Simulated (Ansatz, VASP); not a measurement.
LiCuAuO2 in VASP and in Ansatz

The input INCAR:

```
SYSTEM = LiCuAuO2
  PREC = Accurate
  ENCUT = 520
  EDIFF = 1E-7
  ISMEAR = -1
  SIGMA = 0.05
  LREAL = .FALSE.
  LASPH = .TRUE.
  NELM = 100
  ALGO = Normal
  ISIF = 2
  LWAVE = .FALSE.
  LCHARG = .TRUE.
  GGA = PE
  LELF = .TRUE.
  LVHAR = .TRUE.
  NBANDS = 26
```

Contents of KPOINTS:

```
regular mesh
0
G
  9 9 4
  0 0 0
```

Contents of POSCAR:

```
LiCuAuO2
1.0
    2.8351857308     -1.6558957482      0.0000000000
    2.8351857308      1.6558957482      0.0000000000
   -2.0377817712      0.0000000000      7.2875720081
Au Cu O Li
1 1 2 1
Direct
    0.9820690000      0.9903520000      0.9524340000
    0.5361480000      0.5303930000      0.6352110000
    0.8846390000      0.8699360000      0.6452590000
    0.0935570000      0.0752110000      0.2247490000
    0.4291590000      0.4228260000      0.2446050000
```

input.yaml

```yaml
crystal:
  lattice:
    - [2.8351857308, -1.6558957482, 0.0]
    - [2.8351857308, 1.6558957482, 0.0]
    - [-2.0377817712, 0.0, 7.2875720081]
  atoms:
    - { symbol: Au, position: [0.982069, 0.990352, 0.952434] }
    - { symbol: Cu, position: [0.536148, 0.530393, 0.635211] }
    - { symbol: O, position: [0.884639, 0.869936, 0.645259] }
    - { symbol: O, position: [0.093557, 0.075211, 0.224749] }
    - { symbol: Li, position: [0.429159, 0.422826, 0.244605] }
hamiltonian:
  xc: pbe
  pseudopotentials: { kind: paw }
kpoints:
  mp_grid: { grid: [9, 9, 4] }
scf:
  occupations: { method: fermi_dirac, width: 0.05 }
output:
  forces: true
  stress: true
  eigenvalues: true
```

Change from the starting cell: atoms moved at random, drawn with an rms of 0.05 Å.

Alike in both runs: task single point; functional PBE; k mesh 9 × 9 × 4; occupations fermi-dirac, width 0.05 eV; no spin polarisation.

```csv
,VASP,Ansatz
version,VASP 6.6.1,Ansatz 0.2.0
potentials or method,"VASP PAW PBE potentials, release 64 (Au, Cu, O, Li_sv)",Ansatz PAW
plane-wave cutoff (eV),520,420
valence electrons in the cell,37,53
```

```csv
,VASP,Ansatz,Ansatz less VASP
gap on the k mesh at the Fermi level (eV),none,none,-
rms of the force components (eV/Å),0.249,0.235,-0.0141
```

Atom by atom the forces differ by 0.029 eV/Å (rms over components). A gap of «none» marks a metal or a gap that the smearing closes. The two sets of potentials don't hold the same shells in valence.

Caveats: an odd number of electrons without spin polarisation forces a metal; a magnetic or distorted state may lie lower; the run has no spin polarisation, though such a crystal can be magnetic; semilocal functionals often make such compounds metallic where correlation or magnetic order opens a gap, which also shifts bond lengths. Spin-orbit coupling is left out, which matters for the levels of Au.
